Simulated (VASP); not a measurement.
Level of theory: PBEsol GGA, VASP's PBE PAW potentials (set 64) (plane waves; VASP 6.6.1).

VASP ran on this input.

File POSCAR:
```
Rb
4.8441320
 -0.5754257797   0.5811800375   0.5754257797
  0.5754257797  -0.5811800375   0.5754257797
  0.5754257797   0.5811800375  -0.5754257797
Rb
1
Cart
  0.0000000000   0.0000000000   0.0000000000
```

### INCAR
```
ALGO = Normal
EDIFF = 1E-7
ENCUT = 480
GGA = PS
ISIF = 2
ISMEAR = 1
LASPH = .TRUE.
LCHARG = .FALSE.
LMAXMIX = 4
LREAL = .FALSE.
LWAVE = .FALSE.
NELM = 100
PREC = Accurate
SIGMA = 0.1
SYSTEM = Rb
```

File KPOINTS:
```
Automatic mesh
0
Gamma
  8 8 8
```

POTCAR, in this order: Rb_sv (PBE.64 set). Program: vasp_std.

The run wrote:

### OUTCAR
```
 ion  position               nearest neighbor table
   1  0.000  0.000  0.000-
  LATTYP: Found a body centered tetragonal cell.
 ALAT       =     5.5748768666
 C/A-ratio  =     1.0100000000
 Subroutine PRICEL returns:
 Original cell was already a primitive cell.
 Subroutine GETGRP returns: Found 16 space group operations
The static configuration has the point symmetry D_4h.
The dynamic configuration has the point symmetry D_4h.
 Subroutine INISYM returns: Found 16 space group operations
 Subroutine IBZKPT returns following result:
 Found     59 irreducible k-points:

 Following reciprocal coordinates:
            Coordinates               Weight
  0.000000  0.000000  0.000000      1.000000
  0.125000  0.000000 -0.000000      8.000000
  0.250000  0.000000 -0.000000      8.000000
  0.375000  0.000000  0.000000      8.000000
  0.500000  0.000000 -0.000000      4.000000
  0.000000  0.125000  0.000000      4.000000
  0.125000  0.125000  0.000000     16.000000
  0.250000  0.125000  0.000000     16.000000
  0.375000  0.125000  0.000000     16.000000
  0.500000  0.125000 -0.000000     16.000000
 -0.375000  0.125000  0.000000     16.000000
 -0.250000  0.125000  0.000000      8.000000
  0.000000  0.250000  0.000000      4.000000
  0.125000  0.250000  0.000000     16.000000
  0.250000  0.250000  0.000000     16.000000
  0.375000  0.250000 -0.000000     16.000000
  0.500000  0.250000  0.000000      8.000000
  0.000000  0.375000  0.000000      4.000000
  0.125000  0.375000  0.000000     16.000000
  0.250000  0.375000 -0.000000      8.000000
  0.000000  0.500000  0.000000      2.000000
  0.125000  0.125000  0.125000      8.000000
  0.250000  0.125000  0.125000     16.000000
  0.375000  0.125000  0.125000      8.000000
...
```

File OSZICAR:
```
       N       E                     dE             d eps       ncg     rms          rms(c)
DAV:   1     0.424597070293E+02    0.42460E+02   -0.32377E+03   944   0.768E+02
DAV:   2     0.108989921939E+01   -0.41370E+02   -0.40746E+02  1056   0.135E+02
DAV:   3    -0.967459159812E+00   -0.20574E+01   -0.20468E+01  1304   0.354E+01
DAV:   4    -0.101752011913E+01   -0.50061E-01   -0.49669E-01  1552   0.452E+00
DAV:   5    -0.101788014421E+01   -0.36003E-03   -0.35996E-03  1424   0.289E-01    0.117E+00
DAV:   6    -0.101739219749E+01    0.48795E-03   -0.22629E-03  1576   0.317E-01    0.712E-01
DAV:   7    -0.101762050964E+01   -0.22831E-03   -0.40403E-03  1296   0.429E-01    0.535E-02
DAV:   8    -0.101769661911E+01   -0.76109E-04   -0.13669E-04  1368   0.123E-01    0.169E-02
DAV:   9    -0.101770314756E+01   -0.65285E-05   -0.63823E-06  1536   0.233E-02    0.470E-03
DAV:  10    -0.101770281782E+01    0.32974E-06   -0.30395E-06  1464   0.117E-02    0.661E-04
DAV:  11    -0.101770283487E+01   -0.17047E-07   -0.61674E-08  1104   0.193E-03
   1 F= -.10177028E+01 E0= -.10172052E+01  d E =-.149279E-02
```

**OUTCAR**
```
------------------------ aborting loop because EDIFF is reached ----------------------------------------
  FORCE on cell =-STRESS in cart. coord.  units (eV):
  Direction    XX          YY          ZZ          XY          YZ          ZX
  --------------------------------------------------------------------------------------
  Total       -0.0197249     -0.0091048     -0.0197249      0.0000000      0.0000000      0.0000000
  in kB       -0.3611829     -0.1667191     -0.3611829      0.0000000      0.0000000      0.0000000
  external PRESSURE =      -0.2963616 kB  Pullay stress =       0.0000000 kB
  volume of cell :       87.50
      direct lattice vectors                 reciprocal lattice vectors
    -2.787438433  2.815312818  2.787438433     0.000000000  0.177600158  0.179376159
     2.787438433 -2.815312818  2.787438433     0.179376159  0.000000000  0.179376159
     2.787438433  2.815312818 -2.787438433     0.179376159  0.177600158  0.000000000
 POSITION                                       TOTAL-FORCE (eV/Angst)
 -----------------------------------------------------------------------------------
      0.00000      0.00000      0.00000        -0.000000      0.000000     -0.000000
 -----------------------------------------------------------------------------------
    total drift:                               -0.000000     -0.000000      0.000000
  FREE ENERGIE OF THE ION-ELECTRON SYSTEM (eV)
  ---------------------------------------------------
  free  energy   TOTEN  =        -1.0177028349 eV

  energy  without entropy=       -1.0162100405  energy(sigma->0) =       -1.01720524
```
(Selected blocks of OUTCAR.)

The compound is Rb in the bcc structure. This cell was strained or had an atom moved on purpose.
